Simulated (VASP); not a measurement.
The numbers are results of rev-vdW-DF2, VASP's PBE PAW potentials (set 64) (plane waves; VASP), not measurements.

The input files of a VASP run:

### POSCAR
```
Li2O
4.5999340
  0.0000000000   0.4999999641   0.4999999641
  0.4999999641   0.0000000000   0.4999999641
  0.4999999641   0.4999999641   0.0000000000
Li O
2 1
Cart
  0.2499999821   0.2499999821   0.2499999821
  0.7499999462   0.7499999462   0.7499999462
  0.0000000000   0.0000000000   0.0000000000
```

INCAR:
```
! general
SYSTEM    =  Li2O
PREC      =  Accurate
ENCUT     =  520
LREAL     =  F
LASPH     =  T

! electronic loop
EDIFF     =  1E-7   ! SCF stop (eV)
NELM      =  100
ALGO      =  Normal   ! blocked Davidson

! smearing
ISMEAR    =  -5   ! tetrahedra, Bloechl

! functional
GGA       =  MK
LUSE_VDW  =  T
AGGAC     =  0.0
PARAM1    =  0.1234568
PARAM2    =  0.7114
ZAB_VDW   =  -1.8867

! ions
ISIF      =  2   ! forces and stress, cell fixed

! output
LWAVE     =  F
LCHARG    =  T
LORBIT    =  11
NEDOS     =  601   ! DOS grid

! other
LEFG      =  T
```

File KPOINTS:
```
Automatic mesh
0
Gamma
9 9 9
0 0 0
```

POTCAR, in this order: Li_sv O (PBE.64 set). Program: vasp_std.

**Question.** What will the output report for the number of irreducible k-points (NKPTS), largest plane-wave count, number of space-group operations, FFT grid (NGX, NGY, NGZ)?

**Answer.** 
The number of irreducible k-points (NKPTS) comes out as 35, the largest plane-wave count is 663 and the number of space-group operations is 48. The FFT grid (NGX, NGY, NGZ) comes out as 24 × 24 × 24.

The compound is Li2O in the antifluorite structure. It was relaxed first.
